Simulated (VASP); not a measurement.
The cell holds one BaS (rock salt) (100) slab, with vacuum along c, ions free to move until forces fall under 0.03 eV/Å, no reconstruction beyond this cell, dipole correction on. Ionisation potential and electron affinity count from the cell's own band edges, surface states included.

Here is the system:

```
BaS
1.0
    4.49865     0.00000     0.00000
    0.00000     4.49865     0.00000
    0.00000     0.00000    27.65850
Ba S
4 4
Direct
  0.00000   0.50000   0.32919
  0.50000   0.00000   0.44234
  0.00000   0.50000   0.55766
  0.50000   0.00000   0.67081
  0.00000   0.50000   0.44127
  0.50000   0.00000   0.32957
  0.00000   0.50000   0.67043
  0.50000   0.00000   0.55873
```

All values below come from PBEsol GGA, VASP's PBE PAW potentials (set 64) (plane waves; VASP). Settings: 400 eV cut-off, 5×5×1 Γ-centred mesh, Gaussian smearing of 0.050 eV, potentials Ba_sv S.

Slab and bulk use different k-meshes, so the surface energy is good to a few per cent at best. Unless said otherwise, spin-orbit coupling is left out, though it shifts the bands of the heavy elements here.

surface energy: 0.35 J/m²
ionisation potential: 4.19 eV
electron affinity: 2.27 eV
band gap (on the k-mesh): 1.91 eV

The cell is a thin slab with vacuum, built from BaS (rock salt): (100) face.
